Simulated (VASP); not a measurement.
Output of a VASP run:

OSZICAR:
```
...
DAV:   1    -0.253734671999E+03   -0.81884E-01   -0.18869E+00   720   0.248E+00    0.737E-01
RMM:   2    -0.253745074833E+03   -0.10403E-01   -0.16891E-01   652   0.704E-01    0.383E-01
RMM:   3    -0.253747064556E+03   -0.19897E-02   -0.25332E-02   679   0.291E-01    0.326E-01
RMM:   4    -0.253746991500E+03    0.73055E-04   -0.41661E-03   654   0.122E-01    0.105E-01
RMM:   5    -0.253747125999E+03   -0.13450E-03   -0.11062E-03   699   0.588E-02    0.491E-02
RMM:   6    -0.253747111631E+03    0.14368E-04   -0.31101E-04   643   0.277E-02    0.311E-02
RMM:   7    -0.253747115175E+03   -0.35439E-05   -0.10027E-04   572   0.151E-02    0.891E-03
RMM:   8    -0.253747114818E+03    0.35757E-06   -0.14866E-05   397   0.736E-03
   2 F= -.25374711E+03 E0= -.25374248E+03  d E =-.943277E-01  mag=     1.0000
       N       E                     dE             d eps       ncg     rms          rms(c)
DAV:   1    -0.253755686095E+03   -0.85709E-02   -0.46160E-01   704   0.123E+00    0.366E-01
RMM:   2    -0.253758171832E+03   -0.24857E-02   -0.40877E-02   652   0.347E-01    0.183E-01
RMM:   3    -0.253758654359E+03   -0.48253E-03   -0.61879E-03   677   0.143E-01    0.153E-01
RMM:   4    -0.253758638734E+03    0.15625E-04   -0.10187E-03   655   0.600E-02    0.472E-02
RMM:   5    -0.253758670819E+03   -0.32085E-04   -0.26882E-04   684   0.290E-02    0.237E-02
RMM:   6    -0.253758668369E+03    0.24499E-05   -0.67973E-05   504   0.133E-02
   3 F= -.25375867E+03 E0= -.25375415E+03  d E =-.105881E+00  mag=     1.0000
       N       E                     dE             d eps       ncg     rms          rms(c)
DAV:   1    -0.253767209392E+03   -0.85386E-02   -0.22555E-01   696   0.856E-01    0.240E-01
RMM:   2    -0.253768506730E+03   -0.12973E-02   -0.19219E-02   651   0.246E-01    0.841E-02
RMM:   3    -0.253768771886E+03   -0.26516E-03   -0.32730E-03   686   0.105E-01    0.839E-02
RMM:   4    -0.253768746659E+03    0.25228E-04   -0.40630E-04   666   0.407E-02    0.486E-02
RMM:   5    -0.253768753664E+03   -0.70056E-05   -0.25280E-04   652   0.254E-02    0.195E-02
RMM:   6    -0.253768747999E+03    0.56652E-05   -0.35010E-05   451   0.114E-02
   4 F= -.25376875E+03 E0= -.25376468E+03  d E =-.100796E-01  mag=     1.0000
       N       E                     dE             d eps       ncg     rms          rms(c)
DAV:   1    -0.253770298495E+03   -0.15448E-02   -0.19180E-01   688   0.789E-01    0.225E-01
RMM:   2    -0.253771432608E+03   -0.11341E-02   -0.16960E-02   651   0.230E-01    0.806E-02
RMM:   3    -0.253771675127E+03   -0.24252E-03   -0.28984E-03   684   0.983E-02    0.796E-02
RMM:   4    -0.253771657697E+03    0.17430E-04   -0.37042E-04   671   0.385E-02    0.478E-02
RMM:   5    -0.253771663090E+03   -0.53932E-05   -0.23496E-04   649   0.240E-02    0.185E-02
RMM:   6    -0.253771657708E+03    0.53819E-05   -0.30692E-05   440   0.107E-02
   5 F= -.25377166E+03 E0= -.25376795E+03  d E =-.129893E-01  mag=     1.0000
       N       E                     dE             d eps       ncg     rms          rms(c)
DAV:   1    -0.253772953334E+03   -0.12902E-02   -0.73873E-02   704   0.486E-01    0.128E-01
RMM:   2    -0.253773381809E+03   -0.42847E-03   -0.57396E-03   648   0.136E-01    0.436E-02
RMM:   3    -0.253773472701E+03   -0.90892E-04   -0.10048E-03   682   0.591E-02    0.435E-02
RMM:   4    -0.253773469484E+03    0.32168E-05   -0.12494E-04   612   0.233E-02    0.215E-02
RMM:   5    -0.253773471288E+03   -0.18038E-05   -0.47311E-05   493   0.126E-02
   6 F= -.25377347E+03 E0= -.25376975E+03  d E =-.181358E-02  mag=     1.0000
```

OUTCAR:
```
------------------------ aborting loop because EDIFF is reached ----------------------------------------
  FORCE on cell =-STRESS in cart. coord.  units (eV):
  Direction    XX          YY          ZZ          XY          YZ          ZX
  --------------------------------------------------------------------------------------
  Total       32.3157115     32.3301248     32.3400788     -0.0536370     -0.1275674     -0.0678009
  in kB       33.8467441     33.8618403     33.8722659     -0.0561782     -0.1336112     -0.0710132
  external PRESSURE =      33.8602834 kB  Pullay stress =       0.0000000 kB
  volume of cell :     1529.70
      direct lattice vectors                 reciprocal lattice vectors
    11.522210421  0.000000000  0.000000000     0.086788903  0.000000000  0.000000000
     0.000000000 11.522210421  0.000000000     0.000000000  0.086788903  0.000000000
     0.000000000  0.000000000 11.522210421     0.000000000  0.000000000  0.086788903
  FREE ENERGIE OF THE ION-ELECTRON SYSTEM (eV)
  ---------------------------------------------------
  free  energy   TOTEN  =      -253.7734712878 eV

  energy  without entropy=     -253.7660384827  energy(sigma->0) =     -253.76975489

 total charge

# of ion       s       p       d       tot
------------------------------------------
    1        1.092   1.130   0.125   2.347
    2        1.090   1.139   0.126   2.355
    3        1.090   1.139   0.126   2.355
    4        1.090   1.135   0.126   2.350
    5        1.093   1.130   0.125   2.348
    6        1.090   1.139   0.126   2.355
    7        1.093   1.129   0.125   2.346
    8        1.093   1.130   0.125   2.347
    9        1.098   1.067   0.126   2.291
   10        1.099   1.059   0.125   2.283
   11        1.090   1.139   0.126   2.355
   12        1.099   1.063   0.125   2.287
   13        1.093   1.130   0.125   2.347
   14        1.093   1.129   0.125   2.346
   15        1.090   1.135   0.126   2.350
   16        1.089   1.138   0.126   2.353
   17        1.090   1.139   0.126   2.355
   18        1.089   1.139   0.126   2.354
   19        1.093   1.130   0.125   2.347
   20        1.090   1.139   0.126   2.355
   21        1.099   1.065   0.126   2.289
   22        1.090   1.138   0.126   2.354
   23        1.090   1.135   0.126   2.351
   24        1.090   1.138   0.126   2.354
   25        1.090   1.137   0.126   2.353
   26        1.093   1.127   0.124   2.344
   27        1.090   1.138   0.126   2.353
   28        1.093   1.130   0.125   2.348
   29        1.093   1.128   0.124   2.345
   30        1.093   1.130   0.125   2.348
   31        1.093   1.130   0.125   2.347
   32        1.089   1.136   0.126   2.351
   33        1.218   1.587   0.025   2.829
   34        1.218   1.586   0.024   2.828
   35        1.218   1.586   0.025   2.829
   36        1.217   1.590   0.024   2.831
   37        1.218   1.587   0.025   2.830
   38        1.218   1.586   0.025   2.829
   39        1.217   1.590   0.024   2.831
   40        1.218   1.588   0.025   2.830
   41        1.218   1.586   0.024   2.828
   42        1.218   1.587   0.025   2.829
   43        1.218   1.587   0.025   2.829
   44        1.217   1.590   0.024   2.832
   45        1.217   1.591   0.024   2.832
   46        1.217   1.591   0.024   2.832
   47        1.227   1.588   0.024   2.839
   48        1.218   1.587   0.025   2.829
...
```
(Selected blocks of OUTCAR.)

**POSCAR**
```
Ga32As31S
1
   11.5222104212    -0.0000000000    -0.0000000000
   -0.0000000000    11.5222104212     0.0000000000
    0.0000000000     0.0000000000    11.5222104212
Ga As S
32 31 1
Direct
  0.5000000000   0.0000000000   0.0000000000
  0.7500000000   0.2500000000   0.0000000000
  0.7500000000   0.0000000000   0.2500000000
  0.0000000000   0.0000000000   0.0000000000
  0.2500000000   0.2500000000   0.0000000000
  0.5000000000   0.5000000000   0.0000000000
  0.7500000000   0.7500000000   0.0000000000
  0.2500000000   0.0000000000   0.2500000000
  0.5017910000   0.2543520000   0.2512100000
  0.7456170000   0.4962150000   0.2506040000
  0.5000000000   0.0000000000   0.5000000000
  0.7462370000   0.2480720000   0.4963340000
  0.7500000000   0.0000000000   0.7500000000
  0.0000000000   0.5000000000   0.0000000000
  0.2500000000   0.7500000000   0.0000000000
  0.0000000000   0.2500000000   0.2500000000
  0.2500000000   0.5000000000   0.2500000000
  0.5000000000   0.7500000000   0.2500000000
  0.0000000000   0.0000000000   0.5000000000
  0.2500000000   0.2500000000   0.5000000000
  0.4981490000   0.5003530000   0.4965860000
  0.7500000000   0.7500000000   0.5000000000
  0.2500000000   0.0000000000   0.7500000000
  0.5000000000   0.2500000000   0.7500000000
  0.7500000000   0.5000000000   0.7500000000
  0.0000000000   0.7500000000   0.2500000000
  0.0000000000   0.5000000000   0.5000000000
  0.2500000000   0.7500000000   0.5000000000
  0.0000000000   0.2500000000   0.7500000000
  0.2500000000   0.5000000000   0.7500000000
  0.5000000000   0.7500000000   0.7500000000
  0.0000000000   0.7500000000   0.7500000000
  0.6250000000   0.1250000000   0.1250000000
  0.8750000000   0.3750000000   0.1250000000
  0.8750000000   0.1250000000   0.3750000000
  0.1250000000   0.1250000000   0.1250000000
  0.3750000000   0.3750000000   0.1250000000
  0.6250000000   0.6250000000   0.1250000000
  0.8750000000   0.8750000000   0.1250000000
  0.3750000000   0.1250000000   0.3750000000
  0.8750000000   0.6250000000   0.3750000000
  0.6250000000   0.1250000000   0.6250000000
  0.8750000000   0.3750000000   0.6250000000
  0.8750000000   0.1250000000   0.8750000000
  0.1250000000   0.6250000000   0.1250000000
  0.3750000000   0.8750000000   0.1250000000
  0.1250000000   0.3750000000   0.3750000000
  0.3750000000   0.6250000000   0.3750000000
  0.6250000000   0.8750000000   0.3750000000
  0.1250000000   0.1250000000   0.6250000000
  0.3750000000   0.3750000000   0.6250000000
  0.6250000000   0.6250000000   0.6250000000
  0.8750000000   0.8750000000   0.6250000000
  0.3750000000   0.1250000000   0.8750000000
  0.6250000000   0.3750000000   0.8750000000
  0.8750000000   0.6250000000   0.8750000000
  0.1250000000   0.8750000000   0.3750000000
  0.1250000000   0.6250000000   0.6250000000
  0.3750000000   0.8750000000   0.6250000000
  0.1250000000   0.3750000000   0.8750000000
  0.3750000000   0.6250000000   0.8750000000
  0.6250000000   0.8750000000   0.8750000000
  0.1250000000   0.8750000000   0.8750000000
  0.6207370000   0.3718100000   0.3762860000
```

Task: Write an INCAR and KPOINTS that could have produced this output.

Result: One answer among several that fit: the input of the run itself, PBE GGA, plane waves, VASP's PBE PAW potentials (set 64).

File KPOINTS:
```
kpoints
0
gamma
 1 1 1
```

**INCAR**
```
EDIFFG = -0.03   # ionic stop
NELECT = 259.0
PREC = Normal
LCHARG = .FALSE.
LASPH = .TRUE.   # aspherical one-centre terms
NSW = 60   # most ionic steps
ISMEAR = 0
NUPDOWN = 1
EDIFF = 1E-5   # SCF stop (eV)
ENCUT = 400
ALGO = Fast
GGA = PE   # PBE
NELM = 100
IBRION = 2
ISIF = 2
LMAXMIX = 4
ISYM = 0
MAGMOM = 64*0.0156
NELMIN = 4
ISPIN = 2   # spin-polarised
SIGMA = 0.05   # width (eV)
LORBIT = 10
SYSTEM = Ga32As31S
LREAL = Auto   # projection in real space or not
LWAVE = .FALSE.
```

POTCAR, in this order: Ga As S (PBE.64 set). Program: vasp_gam.

The cell is charged, with a uniform compensating background. The supercell is sampled at Γ alone, which is coarse: total energies, pressure and levels can be off, energies of defects by several tenths of an eV.

The cell is a supercell with a defect, built from GaAs (zinc blende): S_As, charge -2.
